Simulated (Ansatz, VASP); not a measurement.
## Si2Ni (Si2Ni (Fm-3m)) in two plane-wave programs

Wanted: the spread between two codes on one cell, functional and k mesh. The cell is taken from a series of runs on this material, whose earlier steps may have relaxed, scaled, displaced or heated it; both programs get it as it stands.

Main program and level: Ansatz 0.2.0; plane waves, with VASP 6.6.1 beside it; relaxation of cell and atoms at PBEsol.

**1. Starting point**

The structure is cubic, space group Fm-3m (No. 225). The conventional cell has a = 5.386 Å, b = 5.386 Å, c = 5.386 Å, α = 90.00°, β = 90.00°, γ = 90.00°. Nearest to Si lie 4 Ni at 2.33 Å. Ni has 8 Si at 2.33 Å nearest. Farther neighbours are not listed.

**2. Ansatz: relaxation of cell and atoms, PBEsol**

Ansatz runs on its PAW soft_1 files.

The relaxed volume is the usual yardstick between codes: in a stiff, nearly cubic crystal its relative difference is about their pressure difference at one cell divided by the bulk modulus.

File input.yaml:

```yaml
crystal:
  lattice:
    - [0.0, 2.693155, 2.693155]
    - [2.693155, 0.0, 2.693155]
    - [2.693155, 2.693155, 0.0]
  atoms:
    - { symbol: Si, position: [0.25, 0.25, 0.25] }
    - { symbol: Si, position: [0.75, 0.75, 0.75] }
    - { symbol: Ni, position: [0.0, 0.0, 0.0] }
basis:
  ecutwfc: 420
  xc_grid: 2
hamiltonian:
  xc: pbesol
  pseudopotentials: { kind: paw, azcp: { folder: soft_1 }, xc_functional: pbe }
kpoints:
  mp_grid: { grid: [12, 12, 12] }
scf:
  occupations: { method: fermi_dirac, width: 0.05 }
  max_iter: 150
output:
  forces: true
  stress: true
relax:
  f_tol: 0.01
  max_steps: 60
  cell: {}
checkpoint:
  write: "../pbesol.run"
  compress: false
  write_wavefunctions: false
  write_every: 100000
```

Run with:

```bash
> ansatz run input.yaml --threads 4 --pin off --max-ram 6594MiB --backend cpu --events-out ev --progress --plain --runs-dir out
```

Numbers of over 12 decimals in the logs are rounded to 6 here.

Output:

```text
Engine: ansatz 0.2.0, aarch64-unknown-linux-gnu
Pseudopotentials: kind: paw
Pseudopotential: Si, paw, valence charge 4, recommended cutoff 420 eV (normal), soft_1/Si.paw.azcp
Pseudopotential: Ni, paw, valence charge 18, recommended cutoff 420 eV (normal), soft_1/Ni.paw.azcp
Functional definition: PBEsol
  exchange = pbesol_x
  correlation = pbesol_c
Crystal: 3 atoms, lattice volume = 39.067 Å³
Basis set: ecut = 420 eV, 749 PW (Γ), exchange–correlation on 54×54×54 points (8 copies of the dense FFT grid, shifted against one another)
Bands: 17, of which v1, the nominal top of the filled ones, is band 13 counted from 1 (12 counted from 0)
Symmetry: 48 space group operations
Space group: Fm-3m (ITA 225), of the structure as read, at distance tolerance 3.4e-5 Å
k-points: 72 of 1728
Non-local potential: Si, projectors of the file, l = 0: 2, l = 1: 2, l = 2: 1
Non-local potential: Ni, projectors of the file, l = 0: 3, l = 1: 2, l = 2: 3, l = 3: 1
PAW form: soft (Blöchl's): semilocal exchange-correlation on the pseudo side does not see the compensation charge
PAW frozen core: Si, regenerated for the run's functional, and the local potential with it (the file was generated under x = pbe(κ = 0.804, μ = 0.219515), c = pbe(β = 0.066725))
PAW frozen core: Ni, regenerated for the run's functional, and the local potential with it (the file was generated under x = pbe(κ = 0.804, μ = 0.219515), c = pbe(β = 0.066725))
PAW one-centre angular grid: Si, 110 points (default); XC on 64 Gauss nodes
PAW one-centre angular grid: Ni, 590 points (default); XC on 64 Gauss nodes
Initial density: superposition of atomic densities (chi_scale 0.1, normalization cell, long waves kept (reshape's long-wave potential 0.00 eV rms))
Initial wavefunctions: pseudopotential atomic-orbital guess
Functional: x = pbesol(κ = 0.804, μ = 0.123457), c = pbesol(β = 0.046)
SCF iter   1: F=—  HF=-7050.189608 eV  |F-HF|=—  |Δ(HF+E_count)|=         —  Δρ=8.43e-2  dr2=3.72e0  ethr=3.10e-3  ⟨swp⟩=6.0  Hψ=6575  notcnv=0
preconditioner: auto → Kerker (q_TF=auto, 2.549 Å⁻¹)  [metal: Δε(μ)=0.086 eV  Ē_g=8.922 eV  σ=0.050 eV  W_gap=0.39  n_scr=14 (ndim 8)  ℏωp=25.2 eV  f_vac=0.000  D(μ)=0.63/eV (n_scr^D=0)]
SCF iter   2: F=—  HF=-7049.677834 eV  |F-HF|=—  |Δ(HF+E_count)|=   5.12e-1  Δρ=3.93e-2  dr2=1.07e0  ethr=3.10e-3  ⟨swp⟩=2.2  Hψ=2161  notcnv=0  defer=3
SCF iter   3: F=—  HF=-7049.363769 eV  |F-HF|=—  |Δ(HF+E_count)|=   3.14e-1  Δρ=2.33e-2  dr2=2.26e-1  ethr=3.10e-3  ⟨swp⟩=2.7  Hψ=2321  notcnv=0  defer=3
SCF iter   4: F=—  HF=-7049.329288 eV  |F-HF|=—  |Δ(HF+E_count)|=   3.45e-2  Δρ=9.82e-3  dr2=2.81e-2  ethr=8.68e-4  ⟨swp⟩=2.1  Hψ=2052  notcnv=0  defer=2
SCF iter   5: F=—  HF=-7049.328908 eV  |F-HF|=—  |Δ(HF+E_count)|=   3.80e-4  Δρ=4.77e-3  dr2=8.04e-3  ethr=1.08e-4  ⟨swp⟩=2.5  Hψ=1945  notcnv=0  defer=2
SCF iter   6: F=—  HF=-7049.328498 eV  |F-HF|=—  |Δ(HF+E_count)|=   4.10e-4  Δρ=2.39e-3  dr2=2.12e-3  ethr=3.09e-5  ⟨swp⟩=1.0  Hψ=1222  notcnv=0  defer=2
SCF iter   7: F=—  HF=-7049.328304 eV  |F-HF|=—  |Δ(HF+E_count)|=   1.94e-4  Δρ=3.52e-4  dr2=5.18e-5  ethr=8.14e-6  ⟨swp⟩=1.0  Hψ=1231  notcnv=0  defer=2
SCF iter   8: F=—  HF=-7049.328297 eV  |F-HF|=—  |Δ(HF+E_count)|=   6.81e-6  Δρ=2.94e-5  dr2=4.14e-7  ethr=1.99e-7  ⟨swp⟩=2.4  Hψ=1737  notcnv=0  defer=2
SCF iter   9: F=-7049.328297 eV  HF=-7049.328297 eV  |F-HF|=8.47e-9  |Δ(HF+E_count)|=   7.92e-8  Δρ=6.25e-6  dr2=1.41e-8  ethr=3.85e-10  ⟨swp⟩=4.6  Hψ=4273  notcnv=0
SCF 1 converged in 9 iterations: F = -7049.328297 eV  dr2 = 1.41e-8
  greatest PAW one-centre occupation: 1.000 electrons in one spin orbital (limit 2), on the Ni atom at site 2 (counted from 0), in its partial waves of l = 1
relax step   1: F+E_penalty+E_count = -7049.32829716 eV  Δ(F+E_penalty+E_count) = +0.000e0 eV  max|allowed force component| = 1.234e-17 eV/Å  Δτ_max = 0.0000 Å  P = +0.161 GPa  Ω = 39.067 Å³  (9 SCF iters, dr2 threshold 1.00e-7 eV, accepted)
[...]
relax step   2: F+E_penalty+E_count = -7049.32830812 eV  Δ(F+E_penalty+E_count) = -1.097e-5 eV  max|allowed force component| = 8.018e-17 eV/Å  Δτ_max = 0.0000 Å  P = +0.073 GPa  Ω = 39.089 Å³  energy of the carried Pulay correction = -4.593e-6 eV  (6 SCF iters, dr2 threshold 6.48e-8 eV, accepted)
[...]
relax step   3: F+E_penalty+E_count = -7049.32830838 eV  Δ(F+E_penalty+E_count) = -2.583e-7 eV  max|allowed force component| = 5.937e-17 eV/Å  Δτ_max = 0.0000 Å  P = +0.000 GPa  Ω = 39.106 Å³  energy of the carried Pulay correction = -8.428e-6 eV  (6 SCF iters, dr2 threshold 1.34e-8 eV, accepted)
[...]
relax step   4: F+E_penalty+E_count = -7049.32831679 eV  Δ(F+E_penalty+E_count) = -8.412e-6 eV  max|allowed force component| = 6.438e-17 eV/Å  Δτ_max = 0.0000 Å  P = +0.000 GPa  Ω = 39.106 Å³  stress off target by 4.99e-4 GPa  SCF on the basis re-selected at this cell (its energy is not comparable with the rows above)  (8 SCF iters)
basis re-selected at this cell: Δ(F+E_penalty+E_count) = -8.412e-6 eV, ΔP = +0.000 GPa vs the last step (what re-selecting the basis moved, of the pressure what is left beyond the Pulay correction that the steps carried, after the strain that the cell walked since its last selection, with what the two solves' SCF thresholds leave and, on support functions, any second-order correction that the steps lacked; it is no m [...]
SCF converged after 8 iterations
Free energy (F): -7049.328317 eV
Harris-Foulkes:  -7049.328317 eV  (|F-HF|=0.00e0)
Internal energy: -7049.320586 eV  (E = F + TS)
E sigma→0 (E₀):  -7049.324451 eV
Entropy (-TS):   -0.007731 eV (-2.577 meV/atom)
Fermi energy:    13.280435 eV
--- Per-component energies (eV) ---
  E_band       = -344.141552
  E_kinetic    = 430.122028
  E_local      = -4193.424518  (includes V_loc(G=0)·N_el)
  E_nonlocal   = -75.473441
  E_hartree    = 2168.185111
  E_xc         = -228.574996
  E_vxc        = -247.139503  (∫ρ·V_xc dr)
  E_paw        = -2614.172945  (= ΣΔE_a)
  E_vpaw       = -594.597255  (= ΣTr[D̂ρ^β])
  E_aug_tail   = 0.000919  (compensation charges beyond the density's cutoff)
  E_ewald      = -2536.243154
  E_core_change = 0.260411  (= ΣΔE_core)
  E_smearing   = -0.007731  (= −TS)
  E_closure    = -0.000000  (closes the sum)
  Σ components = -7049.328317   (vs F -7049.328317, Δ=0.00e0)
--- Forces (eV/Å), atoms counted from 1 ---
  atom   1  Si    -0.00000000     0.00000000     0.00000000
  atom   2  Si    -0.00000000     0.00000000    -0.00000000
  atom   3  Ni    -0.00000000    -0.00000000     0.00000000
  max |Σ_I F_I| component: 9.25e-17 eV/Å
--- Stress (GPa, compression-positive) ---
        0.000499      -0.000000      -0.000000
       -0.000000       0.000499      -0.000000
       -0.000000      -0.000000       0.000499
  P = ⅓ Tr σ = 0.0005 GPa (0.005 kbar)
--- Relaxed structure (3 steps of the walk, 3 accepted, 1 SCFs on fresh bases) ---
  F+E_penalty+E_count = -7049.32831679 eV   max|allowed force component| = 6.438e-17 eV/Å   (the final SCF, on the basis selected at the relaxed cell)
  cell:  # Å, volume = 39.1065 Å³
    - [0, 2.694054, 2.694054]
    - [2.694054, 0, 2.694054]
    - [2.694054, 2.694054, 0]
  atoms:
    - { symbol: Si, position: [0.25, 0.25, 0.25] }
    - { symbol: Si, position: [0.75, 0.75, 0.75] }
    - { symbol: Ni, position: [0, 0, 0] }
```

**3. VASP: relaxation of cell and atoms, PBEsol**

The same cell, functional, mesh and smearing now go to VASP, with its own data sets.

Lines of VASP's logs that name or quote its potential files are left out, and so is its time.

File INCAR:

```
SYSTEM = Si2Ni
PREC = Accurate
ENCUT = 600
EDIFF = 1E-07
NELM = 120
ISMEAR = -1
SIGMA = 0.05
LREAL = .FALSE.
ALGO = Normal
GGA = PS
NBANDS = 15
LASPH = .TRUE.
LORBIT = 11
LWAVE = .FALSE.
LCHARG = .FALSE.
ISIF = 3
IBRION = 2
NSW = 80
EDIFFG = -0.005
GGA_COMPAT = .FALSE.
NELMIN = 4
```

File POSCAR:

```
Si2Ni
1.0
    0.0000000000      2.6931550000      2.6931550000
    2.6931550000      0.0000000000      2.6931550000
    2.6931550000      2.6931550000      0.0000000000
Si Ni
2 1
Direct
    0.2499999072      0.2499999072      0.2499999072
    0.7499999072      0.7499999072      0.7499999072
    0.0000000000      0.0000000000      0.0000000000
```

File KPOINTS:

```
Automatic mesh
0
Gamma
12 12 12
0 0 0
```

The projector-augmented-wave data sets are Si and Ni (PBE family, release 64).

Run with:

```bash
> mpirun -np 1 vasp_std
```

Output:

```text
[banner, memory and clock lines left out]
running    1 mpi-ranks, on    1 nodes
 distrk:  each k-point on    1 cores,    1 groups
 distr:  one band on    1 cores,    1 groups

 POSCAR found type information on POSCAR SiNi
 POSCAR found :  2 types and       3 ions
|                                                                             |
|               ----> ADVICE to this user running VASP <----                  |
|                                                                             |
|     You enforced a specific xc type in the INCAR file but a different       |
|     [... a line on the potential file left out ...]
|     I HOPE YOU KNOW WHAT YOU ARE DOING!                                     |
|                                                                             |

 LDA part: xc-table for (Slater+PW92), standard interpolation
 POSCAR, INCAR and KPOINTS ok, starting setup
 FFT: planning ... GRIDC
 FFT: planning ... GRID_SOFT
 FFT: planning ... GRID
 WAVECAR not read
 entering main loop
       N       E                     dE             d eps       ncg     rms          rms(c)
DAV:   1     0.709376919296E+02    0.70938E+02   -0.87623E+03  2168   0.138E+03
DAV:   2    -0.172395568365E+02   -0.88177E+02   -0.81148E+02  2258   0.240E+02
DAV:   3    -0.212003588296E+02   -0.39608E+01   -0.38716E+01  2881   0.553E+01
DAV:   4    -0.212669083846E+02   -0.66550E-01   -0.66495E-01  2497   0.668E+00
DAV:   5    -0.212686553718E+02   -0.17470E-02   -0.17467E-02  2976   0.117E+00    0.173E+01
DAV:   6    -0.261652975410E+02   -0.48966E+01   -0.47603E+01  2365   0.166E+02    0.256E+01
DAV:   7    -0.191310537901E+02    0.70342E+01   -0.14288E+01  2714   0.103E+02    0.400E+00
DAV:   8    -0.190370608193E+02    0.93993E-01   -0.20012E+00  3134   0.226E+01    0.273E+00
DAV:   9    -0.189867851637E+02    0.50276E-01   -0.29166E-01  2655   0.102E+01    0.721E-01
DAV:  10    -0.189834491703E+02    0.33360E-02   -0.12238E-02  3008   0.240E+00    0.292E-01
DAV:  11    -0.189833282897E+02    0.12088E-03   -0.11721E-03  3220   0.299E-01    0.655E-02
DAV:  12    -0.189833471168E+02   -0.18827E-04   -0.34426E-05  2666   0.602E-02    0.261E-02
DAV:  13    -0.189833404352E+02    0.66816E-05   -0.18731E-05  2912   0.111E-01    0.486E-03
DAV:  14    -0.189833403174E+02    0.11780E-06   -0.17402E-06  2433   0.111E-02    0.307E-03
DAV:  15    -0.189833403135E+02    0.39761E-08   -0.22062E-07  2004   0.114E-02
   1 F= -.18983340E+02 E0= -.18979472E+02  d E =-.189833E+02
 curvature:   0.00 expect dE= 0.000E+00 dE for cont linesearch  0.000E+00
 trial: gam= 0.00000 g(F)=  0.135E-43 g(S)=  0.254E-03 ort = 0.000E+00 (trialstep = 0.100E+01)
 search vector abs. value=  0.254E-03
 bond charge predicted
       N       E                     dE             d eps       ncg     rms          rms(c)
DAV:   1    -0.189870220299E+02   -0.36817E-02   -0.27873E-02  2377   0.346E+00    0.585E-01
DAV:   2    -0.189954214968E+02   -0.83995E-02   -0.65215E-02  2624   0.667E+00    0.969E-01
DAV:   3    -0.189834630713E+02    0.11958E-01   -0.31264E-02  2568   0.462E+00    0.990E-02
DAV:   4    -0.189833551376E+02    0.10793E-03   -0.56983E-04  2328   0.257E-01    0.197E-02
DAV:   5    -0.189833532373E+02    0.19003E-05   -0.22036E-05  3315   0.684E-02    0.872E-03
DAV:   6    -0.189833531492E+02    0.88036E-07   -0.12549E-06  3179   0.138E-02    0.219E-03
DAV:   7    -0.189833532523E+02   -0.10301E-06   -0.10781E-07  1444   0.302E-03    0.951E-04
DAV:   8    -0.189833533289E+02   -0.76665E-07   -0.98762E-09  1234   0.111E-03
   2 F= -.18983353E+02 E0= -.18979448E+02  d E =-.130155E-04
 trial-energy change:   -0.000013  1 .order   -0.000016   -0.000254    0.000222
 step:   0.5240(harm=  0.5340)  dis= 0.00000  next Energy=   -18.983406 (dE=-0.662E-04)
 bond charge predicted
       N       E                     dE             d eps       ncg     rms          rms(c)
DAV:   1    -0.189842400030E+02   -0.88675E-03   -0.63079E-03  2398   0.165E+00    0.281E-01
DAV:   2    -0.189862044584E+02   -0.19645E-02   -0.15230E-02  2610   0.320E+00    0.463E-01
DAV:   3    -0.189834269819E+02    0.27775E-02   -0.70786E-03  2610   0.224E+00    0.423E-02
DAV:   4    -0.189834088267E+02    0.18155E-04   -0.14262E-04  2230   0.881E-02    0.147E-02
DAV:   5    -0.189834063178E+02    0.25089E-05   -0.63406E-06  2916   0.552E-02    0.418E-03
DAV:   6    -0.189834063496E+02   -0.31749E-07   -0.88409E-07  2963   0.856E-03
   3 F= -.18983406E+02 E0= -.18979519E+02  d E =-.660361E-04
 curvature:  -0.27 expect dE=-0.519E-08 dE for cont linesearch -0.519E-08
 trial: gam= 0.00000 g(F)=  0.359E-42 g(S)=  0.194E-07 ort =-0.222E-05 (trialstep = 0.905E+00)
 search vector abs. value=  0.195E-07
 reached required accuracy - stopping structural energy minimisation
```

From OUTCAR (step 3):

```text
ion  position               nearest neighbor table
   1  0.250  0.250  0.250-   3 2.33   3 2.33   3 2.33   3 2.33   2 2.69   2 2.69   2 2.69   2 2.69
                             2 2.69   2 2.69
   2  0.750  0.750  0.750-   3 2.33   3 2.33   3 2.33   3 2.33   1 2.69   1 2.69   1 2.69   1 2.69
                             1 2.69   1 2.69
   3  0.000  0.000  0.000-   1 2.33   2 2.33   2 2.33   2 2.33   1 2.33   1 2.33   1 2.33   2 2.33

  LATTYP: Found a face centered cubic cell.
 ALAT       =     5.3863100000

 Subroutine GETGRP returns: Found 48 space group operations
 (whereof 48 operations were pure point group operations)

The static configuration has the point symmetry O_h .

 Found     72 irreducible k-points:

   k-points           NKPTS =     72   k-points in BZ     NKDIM =     72   number of bands    NBANDS=     15

   dimension x,y,z NGX =    30 NGY =   30 NGZ =   30
   dimension x,y,z NGXF=    60 NGYF=   60 NGZF=   60

   ENCUT  =  600.0 eV  44.10 Ry    6.64 a.u.   7.61  7.61  7.61*2*pi/ulx,y,z

   NELECT =      18.0000    total number of electrons

 k-points in reciprocal lattice and weights: Automatic mesh
   0.00000000  0.00000000  0.00000000       0.001
   0.08333333  0.00000000  0.00000000       0.005
   0.16666667  0.00000000  0.00000000       0.005
   0.25000000  0.00000000  0.00000000       0.005
   0.33333333  0.00000000  0.00000000       0.005
   0.41666667  0.00000000  0.00000000       0.005
   0.50000000  0.00000000  0.00000000       0.002
   0.08333333  0.08333333  0.00000000       0.003
   0.16666667  0.08333333  0.00000000       0.014
[...]
-0.33333333  0.50000000  0.16666667       0.007
  -0.25000000  0.50000000  0.25000000       0.003

 average (electrostatic) potential at core
       1 -79.5173       2 -79.5173       3 -82.0356

 E-fermi :  10.4872

 k-point     1 :       0.0000    0.0000    0.0000
  band No.  band energies     occupation
    ...
      3       5.2188      2.00000
      4       5.2188      2.00000
      5       6.9226      2.00000
      6       6.9226      2.00000
      7      10.2988      1.95489
      8      12.2199      0.00000
      9      12.2199      0.00000
     10      12.2199      0.00000
     11      12.7358      0.00000
     12      12.7358      0.00000
    ...

 k-point     2 :       0.0833    0.0000    0.0000
  band No.  band energies     occupation
    ...
      3       5.2518      2.00000
      4       5.2518      2.00000
      5       6.9029      2.00000
      6       6.9029      2.00000
      7      10.1008      1.99912
      8      11.2504      0.00000
      9      11.6898      0.00000
     10      11.6898      0.00000
     11      13.2785      0.00000
     12      13.2785      0.00000
    ...

 k-point     3 :       0.1667    0.0000    0.0000
  band No.  band energies     occupation
    ...
      3       5.3421      2.00000
      4       5.3421      2.00000
      5       6.8606      2.00000
      6       6.8606      2.00000
      7       9.0452      2.00000
      8      11.0147      0.00005
      9      11.0147      0.00005
     10      11.2570      0.00000
     11      13.4408      0.00000
     12      13.4408      0.00000
    ...

  Total       -0.0006348     -0.0006348     -0.0006348     -0.0000000      0.0000000      0.0000000
  in kB       -0.0259846     -0.0259846     -0.0259846     -0.0000000      0.0000000      0.0000000
  external PRESSURE =      -0.0259846 kB  Pullay stress =       0.0000000 kB

  energy-cutoff  :      600.00
  volume of cell :       39.14
      direct lattice vectors                 reciprocal lattice vectors
    -0.000000000  2.694802639  2.694802639    -0.185542345  0.185542345  0.185542345
     2.694802639  0.000000000  2.694802639     0.185542345 -0.185542345  0.185542345
     2.694802639  2.694802639 -0.000000000     0.185542345  0.185542345 -0.185542345

 POSITION                                       TOTAL-FORCE (eV/Angst)
 -----------------------------------------------------------------------------------
      1.34740      1.34740      1.34740         0.000000      0.000000      0.000000
      4.04220      4.04220      4.04220        -0.000000     -0.000000     -0.000000
      0.00000      0.00000      0.00000         0.000000     -0.000000     -0.000000
 -----------------------------------------------------------------------------------
    total drift:                               -0.000020     -0.000020     -0.000020

  FREE ENERGIE OF THE ION-ELECTRON SYSTEM (eV)
  ---------------------------------------------------
  free  energy   TOTEN  =       -18.9834063496 eV

  energy  without entropy=      -18.9756314518  energy(sigma->0) =      -18.97951890

 reached required accuracy - stopping structural energy minimisation

 total charge
# of ion       s       p       d       tot
------------------------------------------
    1        0.738   0.849   0.000   1.587
    2        0.738   0.849   0.000   1.587
    3        0.569   0.821   8.461   9.852
--------------------------------------------------
tot          2.045   2.520   8.461  13.026

[... 3 further parts left out ...]
```

CONTCAR:

```
Si2Ni
   1.00000000000000
    -0.0000000000000000    2.6948026391036453    2.6948026391036453
     2.6948026391036453    0.0000000000000000    2.6948026391036453
     2.6948026391036453    2.6948026391036453   -0.0000000000000000
  Si              Ni
     2     1
Direct
     0.2499999071999994    0.2499999071999994    0.2499999071999994
     0.7499999071999994    0.7499999071999994    0.7499999071999994
     0.0000000000000000    0.0000000000000000    0.0000000000000000
```

This run has no spin polarisation, so a moment on Ni, if there is one, isn't seen. The run keeps the 48 symmetry operations of its start, so it cannot find a distortion of lower symmetry.

**4. Differences**

Known differences besides the potentials themselves: the data sets hold 26 valence electrons in Ansatz (on its PAW soft_1 files) and 18 in VASP; the cutoff is 420 eV in Ansatz and 600 eV in VASP; Ansatz makes its cores anew for this functional, VASP keeps those of its PBE data sets; Ansatz adds a Pulay correction to the stress that steers its cell, VASP none. Total energies have different zeros and are not compared.

Compared:

```tsv
quantity	Ansatz	VASP	difference
volume (Å³)	39.11	39.14	-0.08 %
edge a after relaxation, in the typed setting (Å)	3.810	3.811	-0.03 %
```

**5. Outcome**

| Quantity | Value |
| --- | --- |
| difference in volume (relaxation of cell and atoms, PBEsol) | -0.083 % |

In words: The difference in volume is -0.083 % (relaxation of cell and atoms, PBEsol), within the 1.2 % picked in this series as the mark of a large difference, as far as the stopping tolerances let one tell. The data sets hold unlike numbers of valence electrons (26 in Ansatz and 18 in VASP), so part of the differences comes from the potentials. How closely two codes agree says nothing of how well the functional describes the real material.

[Lines on the potential files, build, host, timing and source positions are cut from VASP's logs without a mark.]

[Logs are printed without paths, hosts, clocks, repeated set-up lines and the standing remarks that a program may print on its own settings, such as how far it seeks lower states.]

[Hosts, paths, dates, database ids (printed as entryN), source tags and the programs' standing remarks are cut or masked in the printed files.]
